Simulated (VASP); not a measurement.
VASP runs on Cl (a trial cell in the black-P structure, space group Cmce) share one base input (PBE GGA, plane waves, VASP's PBE PAW potentials (set 64)) and change the settings named in each case.

**KPOINTS**
```
kpoints
0
Gamma
  7 7 5
0 0 0
```

POSCAR:
```
Cl
1.0
  1.5200000000  -4.8064230000   0.0000000000
  1.5200000000   4.8064230000   0.0000000000
  0.0000000000   0.0000000000   4.0149550000
Cl
4
Cartesian
  1.5200000000   0.9774341813   2.3309222748
  1.5200000000  -0.9774341813   1.6840327252
  1.5200000000  -3.8289888187   3.6915102252
  1.5200000000   3.8289888187   0.3234447748
```

INCAR:
```
ALGO  =  Normal
EDIFF  =  1E-6
ENCUT  =  400
GGA  =  PE
ISIF  =  2
ISMEAR  =  0
LASPH  =  .True.
LCHARG  =  .False.
LREAL  =  .False.
LWAVE  =  .False.
NELM  =  100
PREC  =  Accurate
SIGMA  =  0.05
SYSTEM  =  Cl
```

POTCAR, in this order: Cl (PBE.64 set). Program: vasp_std.

| change | E(σ→0) (eV/atom) | pressure (GPa) | largest force (eV/Å) | −TS (eV) |
|---|---|---|---|---|
| base run | 1.3569 | 76.55 | 7.589 | -0.0010 |
| SIGMA = 0.02 | 1.3569 | 76.55 | 7.589 | -0.0003 |
| SIGMA = 0.01 | 1.3569 | 76.55 | 7.589 | -0.0001 |
| ISMEAR = 2, SIGMA = 0.2 | 1.3574 | 76.58 | 7.590 | 0.0032 |
| ISMEAR = 1, SIGMA = 0.01 | 1.3569 | 76.55 | 7.589 | -0.0001 |
| ISMEAR = 1, SIGMA = 0.1 | 1.3568 | 76.55 | 7.588 | 0.0037 |
| SIGMA = 0.5 | 1.3603 | 76.97 | 7.676 | -0.2956 |
| ISMEAR = -5, SIGMA removed | [?] | [?] | [?] | 0.0000 |
| ISMEAR = -4, SIGMA removed | [?] | [?] | [?] | 0.0000 |

Question: Complete the blanks.

Answer: 
- ISMEAR = -4, SIGMA removed, E(σ→0) (eV/atom): 1.3794
- ISMEAR = -4, SIGMA removed, pressure (GPa): 76.83
- ISMEAR = -4, SIGMA removed, largest force (eV/Å): 7.560
- ISMEAR = -5, SIGMA removed, E(σ→0) (eV/atom): 1.3602
- ISMEAR = -5, SIGMA removed, pressure (GPa): 76.54
- ISMEAR = -5, SIGMA removed, largest force (eV/Å): 7.552

Left out are runs that ran out of time, are held back, or changed the cell or the kind of run, fixed moments of cells without a moment, rows past the twelfth, gaps on odd meshes, pressures of charged cells and columns that move by less than the noise.

The structure was generated: Cl was put into the black-P type (Cmce), which need not be its known phase. The cell was not relaxed at this level, forces remain on its atoms.
